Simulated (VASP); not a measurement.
VASP runs on InAs (space group F-43m) share one base input (PBE GGA, plane waves, VASP's PBE PAW potentials (set 64)) and change the settings named in each case.

INCAR:
```
SYSTEM = InAs
PREC = Accurate
ENCUT = 300
EDIFF = 1E-6
NELM = 100
ALGO = Normal
LREAL = .FALSE.
LASPH = .TRUE.
ISMEAR = -1
SIGMA = 0.05
GGA = PE
LMAXMIX = 4
LWAVE = .FALSE.
LCHARG = .FALSE.
ISIF = 2
```

### POSCAR
```
InAs
1.0
  0.0000000000   3.0300000000   3.0300000000
  3.0300000000   0.0000000000   3.0300000000
  3.0300000000   3.0300000000   0.0000000000
In As
1 1
Cartesian
  0.0000000000   0.0000000000   0.0000000000
  1.5150000000   1.5150000000   1.5150000000
```

**KPOINTS**
```
Automatic mesh
0
Gamma
9 9 9
0 0 0
```

POTCAR, in this order: In_d As (PBE.64 set). Program: vasp_std.

```tsv
change	E(σ→0) (eV/atom)	pressure (GPa)	−TS (eV)
base run	-3.8394	3.33	-0.0005
GGA removed, POTCAR In_d As (LDA.64 set)	-4.5128	-1.07	-0.0004
GGA_COMPAT = .FALSE., LNONCOLLINEAR = .TRUE., LSORBIT = .TRUE., MAGMOM = 0.0 0.0 0.0 0.0 0.0 0.0, program vasp_ncl	-3.8638	3.28	-0.0003
KPOINTS 5×5×5 Γ-centred mesh	-3.8163	3.52	-0.0016
```
 Energies of different potentials or functionals have different zeros.  Unless said otherwise, spin-orbit coupling is left out, though it shifts the bands of the heavy elements here. At 300 eV the pressure can carry a Pulay error.

Left out are runs that ran out of time, are held back, or changed the cell or the kind of run, fixed moments of cells without a moment, rows past the twelfth, gaps on odd meshes, pressures of charged cells and columns that move by less than the noise.

The structure is a typed InAs crystal (F-43m). The cell was not relaxed at this level.
